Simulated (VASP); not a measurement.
Output of a VASP run:

### OUTCAR
```
 ion  position               nearest neighbor table
   1  0.500  0.500  0.500-   2 2.50   2 2.50   2 2.50   2 2.50   2 2.50   2 2.50   2 2.50   2 2.50
  LATTYP: Found a simple cubic cell.
 ALAT       =     2.8875480000
 Subroutine PRICEL returns:
 Original cell was already a primitive cell.
 Subroutine GETGRP returns: Found 48 space group operations
The static configuration has the point symmetry O_h .
The dynamic configuration has the point symmetry O_h .
 Subroutine INISYM returns: Found 48 space group operations
 Subroutine IBZKPT returns following result:
 Found     56 irreducible k-points:

 Following reciprocal coordinates:
            Coordinates               Weight
  0.000000  0.000000  0.000000      1.000000
  0.090909  0.000000  0.000000      6.000000
  0.181818  0.000000  0.000000      6.000000
  0.272727  0.000000  0.000000      6.000000
  0.363636  0.000000  0.000000      6.000000
  0.454545  0.000000  0.000000      6.000000
  0.090909  0.090909  0.000000     12.000000
  0.181818  0.090909  0.000000     24.000000
  0.272727  0.090909  0.000000     24.000000
  0.363636  0.090909  0.000000     24.000000
  0.454545  0.090909  0.000000     24.000000
  0.181818  0.181818  0.000000     12.000000
  0.272727  0.181818  0.000000     24.000000
  0.363636  0.181818  0.000000     24.000000
  0.454545  0.181818  0.000000     24.000000
  0.272727  0.272727  0.000000     12.000000
  0.363636  0.272727  0.000000     24.000000
  0.454545  0.272727  0.000000     24.000000
  0.363636  0.363636  0.000000     12.000000
  0.454545  0.363636  0.000000     24.000000
  0.454545  0.454545  0.000000     12.000000
  0.090909  0.090909  0.090909      8.000000
  0.181818  0.090909  0.090909     24.000000
  0.272727  0.090909  0.090909     24.000000
  0.363636  0.090909  0.090909     24.000000
  0.454545  0.090909  0.090909     24.000000
  0.181818  0.181818  0.090909     24.000000
  0.272727  0.181818  0.090909     48.000000
  0.363636  0.181818  0.090909     48.000000
  0.454545  0.181818  0.090909     48.000000
  0.272727  0.272727  0.090909     24.000000
  0.363636  0.272727  0.090909     48.000000
  0.454545  0.272727  0.090909     48.000000
  0.363636  0.363636  0.090909     24.000000
  0.454545  0.363636  0.090909     48.000000
  0.454545  0.454545  0.090909     24.000000
  0.181818  0.181818  0.181818      8.000000
  0.272727  0.181818  0.181818     24.000000
  0.363636  0.181818  0.181818     24.000000
  0.454545  0.181818  0.181818     24.000000
   k-points           NKPTS =     56   k-points in BZ     NKDIM =     56   number of bands    NBANDS=     15
   number of dos      NEDOS =    301   number of ions     NIONS =      2
   total plane-waves  NPLWV =   4096
   dimension x,y,z NGX =    16 NGY =   16 NGZ =   16
   dimension x,y,z NGXF=    32 NGYF=   32 NGZF=   32
   ions per type =               1   1
   PREC   = accura    normal or accurate (medium, high low for compatibility)
   ISTART =      0    job   : 0-new  1-cont  2-samecut
   ICHARG =      2    charge: 1-file 2-atom 10-const
   ISPIN  =      1    spin polarized calculation?
   LNONCOLLINEAR =      F non collinear calculations
   LSORBIT =      F    spin-orbit coupling
   INIWAV =      1    electr: 0-lowe 1-rand  2-diag
   ENCUT  =  300.0 eV  22.05 Ry    4.70 a.u.   4.08  4.08  4.08*2*pi/ulx,y,z
   NELM   =    100;   NELMIN=  2; NELMDL= -5     # of ELM steps
   EDIFF  = 0.1E-05   stopping-criterion for ELM
   LREAL  =      F    real-space projection
   NLSPLINE    = F    spline interpolate recip. space projectors
   LMAXMIX     =    4 max onsite mixed and CHGCAR
   VOSKOWN=      0    Vosko Wilk Nusair interpolation
   EDIFFG = 0.1E-04   stopping-criterion for IOM
   NSW    =      0    number of steps for IOM
   NBLOCK =      1;   KBLOCK =      1    inner block; outer block
   IBRION =     -1    ionic relax: 0-MD 1-quasi-New 2-CG
   NFREE  =      0    steps in history (QN), initial steepest desc. (CG)
...
```

File OSZICAR:
```
       N       E                     dE             d eps       ncg     rms          rms(c)
DAV:   1     0.862473662068E+02    0.86247E+02   -0.83656E+03  1760   0.173E+03
DAV:   2    -0.415533851220E+01   -0.90403E+02   -0.87786E+02  1680   0.276E+02
DAV:   3    -0.606775540644E+01   -0.19124E+01   -0.19084E+01  2044   0.533E+01
DAV:   4    -0.607830641524E+01   -0.10551E-01   -0.10550E-01  1988   0.347E+00
DAV:   5    -0.607844649580E+01   -0.14008E-03   -0.14008E-03  2157   0.427E-01    0.996E+00
DAV:   6    -0.580639577238E+01    0.27205E+00   -0.16456E+01  1822   0.104E+02    0.573E+00
DAV:   7    -0.495974387695E+01    0.84665E+00   -0.36612E+00  1841   0.101E+02    0.250E+00
DAV:   8    -0.495883527794E+01    0.90860E-03   -0.15722E-01  2011   0.499E+00    0.136E+00
DAV:   9    -0.494885294716E+01    0.99823E-02   -0.17260E-02  2027   0.331E+00    0.654E-02
DAV:  10    -0.494885799961E+01   -0.50524E-05   -0.52288E-04  2522   0.281E-01    0.344E-02
DAV:  11    -0.494885869497E+01   -0.69536E-06   -0.18724E-05  2150   0.137E-01    0.814E-03
DAV:  12    -0.494885748114E+01    0.12138E-05   -0.22765E-06  1416   0.403E-02    0.208E-03
DAV:  13    -0.494885718760E+01    0.29354E-06   -0.41347E-07  1071   0.173E-02
   1 F= -.49488572E+01 E0= -.49487314E+01  d E =-.377220E-03
```

**OUTCAR**
```
------------------------ aborting loop because EDIFF is reached ----------------------------------------
  FORCE on cell =-STRESS in cart. coord.  units (eV):
  Direction    XX          YY          ZZ          XY          YZ          ZX
  --------------------------------------------------------------------------------------
  Total        1.4587345      1.4587345      1.4587345      0.0000000     -0.0000000      0.0000000
  in kB       97.0731695     97.0731695     97.0731695      0.0000000     -0.0000000      0.0000000
  external PRESSURE =      97.0731695 kB  Pullay stress =       0.0000000 kB
  volume of cell :       24.08
      direct lattice vectors                 reciprocal lattice vectors
     2.887548000  0.000000000  0.000000000     0.346314589  0.000000000  0.000000000
     0.000000000  2.887548000  0.000000000     0.000000000  0.346314589  0.000000000
     0.000000000  0.000000000  2.887548000     0.000000000  0.000000000  0.346314589
 POSITION                                       TOTAL-FORCE (eV/Angst)
 -----------------------------------------------------------------------------------
      1.44377      1.44377      1.44377         0.000000      0.000000      0.000000
      0.00000      0.00000      0.00000         0.000000      0.000000      0.000000
 -----------------------------------------------------------------------------------
    total drift:                                0.000000      0.000000      0.000000
  FREE ENERGIE OF THE ION-ELECTRON SYSTEM (eV)
  ---------------------------------------------------
  free  energy   TOTEN  =        -4.9488571876 eV

  energy  without entropy=       -4.9484799678  energy(sigma->0) =       -4.94873145
```
(Selected blocks of OUTCAR.)

POSCAR:
```
ZnCu
1
    2.8875480000     0.0000000000     0.0000000000
    0.0000000000     2.8875480000     0.0000000000
    0.0000000000     0.0000000000     2.8875480000
Zn Cu
1 1
Direct
  0.5000000000   0.5000000000   0.5000000000
  0.0000000000   0.0000000000   0.0000000000
```

Task: Write an INCAR and KPOINTS that could have produced this output.

Result: Several could match; the one computed here: the input of the run itself, PBE GGA, plane waves, VASP's PBE PAW potentials (set 64).

INCAR:
```
# general
SYSTEM  = ZnCu
PREC    = Accurate
ENCUT   = 300
LREAL   = .FALSE.
LASPH   = .TRUE.

# electronic loop
EDIFF   = 1E-6
NELM    = 100
ALGO    = Normal
LMAXMIX = 4

# smearing
ISMEAR  = 1
SIGMA   = 0.05

# functional
GGA     = PE

# ions
ISIF    = 2

# output
LWAVE   = .FALSE.
LCHARG  = .FALSE.
```

**KPOINTS**
```
Regular mesh
0
gamma
11 11 11
```

POTCAR, in this order: Zn Cu (PBE.64 set). Program: vasp_std.

At this cut-off the stress carries a Pulay error, which pulls relaxed volumes low.

The structure comes from a computed database's ZnCu entry; how it stands against other phases isn't given here. The cell was not relaxed at this level. The electron count is odd and the run is not spin-polarised, which forces a metal.
